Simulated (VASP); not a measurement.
Input:

```
CELL_PARAMETERS angstrom
      0.00000     2.73427     2.73427
      2.73427     0.00000     2.73427
      2.73427     2.73427     0.00000
ATOMIC_POSITIONS crystal
  Si 0.00000 0.00000 0.00000
  Si 0.25000 0.25000 0.25000
```

Method: HSEsol screened hybrid, VASP's PBE PAW potentials (set 64) (plane waves; VASP). Run with 520 eV cut-off, 6×6×6 Γ-centred mesh, Gaussian smearing of 0.050 eV, potentials Si.

Problem. Give the stress tensor in GPa (positive for a compressed cell).

Solution. 
```
-2.88   0.00   0.00
 0.00  -2.88   0.00
 0.00   0.00  -2.88
```
The pressure is its mean diagonal, -2.88 GPa.

The compound is Si in the diamond structure. It was relaxed first. The cell's shape comes from a PBE relaxation.
